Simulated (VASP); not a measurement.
An input for Quantum ESPRESSO's pw.x (written as the equivalent of a VASP run, and not itself run):

```
&CONTROL
  calculation = 'vc-relax'
  pseudo_dir = './pseudo'
  outdir = './out'
  tprnfor = .true.
  tstress = .true.
  nstep = 40
  forc_conv_thr = 0.00078
/
&SYSTEM
  ibrav = 0
  nat = 4
  ntyp = 2
  ecutwfc = 84
  occupations = 'smearing'
  smearing = 'gaussian'
  degauss = 0.003675
  input_dft = 'pbesol'
/
&ELECTRONS
  conv_thr = 7.3e-08
  electron_maxstep = 100
/
&IONS
/
&CELL
  press = 50
/
ATOMIC_SPECIES
  Ga 69.723 Ga.upf
  N 14.007 N.upf
CELL_PARAMETERS angstrom
     2.9716348    0.0000000    0.0000000
    -1.4858174    2.5735117    0.0000000
     0.0000000    0.0000000    5.0440959
ATOMIC_POSITIONS crystal
  Ga   0.0000000  0.0000000  0.0000000
  Ga   0.0000000  0.0000000  0.5000000
  N    0.3333330  0.6666670  0.2500000
  N    0.6666670  0.3333330  0.7500000
K_POINTS automatic
  9 9 5 0 0 0
```

Q: Translate this input to VASP (INCAR, KPOINTS, POSCAR, choice of POTCAR).

A: This is not unique; one that fits is 
### KPOINTS
```
Automatic mesh
0
Gamma
9 9 5
0 0 0
```

### INCAR
```
# general
SYSTEM   =  GaN
PREC     =  Accurate
ENCUT    =  620
LREAL    =  .False.
LASPH    =  .True.

# electronic loop
EDIFF    =  1E-6
NELM     =  100
ALGO     =  Normal
LMAXMIX  =  4

# smearing
ISMEAR   =  0
SIGMA    =  0.05

# functional
GGA      =  PS

# ions
IBRION   =  2
NSW      =  40
ISIF     =  3
EDIFFG   =  -0.02
PSTRESS  =  50

# output
LWAVE    =  .False.
LCHARG   =  .False.
```

**POSCAR**
```
GaN
1.0
  2.9716347640   0.0000000000   0.0000000000
 -1.4858173820   2.5735116888   0.0000000000
  0.0000000000   0.0000000000   5.0440958976
Ga N
2 2
Direct
  0.0000000000   0.0000000000   0.0000000000
  0.0000000000   0.0000000000   0.5000000000
  0.3333330000   0.6666670000   0.2500000000
  0.6666670000   0.3333330000   0.7500000000
```

POTCAR, in this order: Ga_d N (PBE.64 set). Program: vasp_std.

Limits of the translation: the potentials are each code's own (VASP's PAW set, PseudoDojo norm-conserving files in pw.x), so ENCUT and ecutwfc are chosen apart and not converted; conv_thr bounds pw.x's estimated SCF error, while EDIFF bounds the energy change between steps; forc_conv_thr acts on force components and is met together with etot_conv_thr.

The structure was generated: GaN was put into the NiAs type type (P6_3/mmc), which need not be its known phase. This run relaxes it under an external pressure of 5 GPa. Symmetry was kept, so distortions that lower it aren't found.
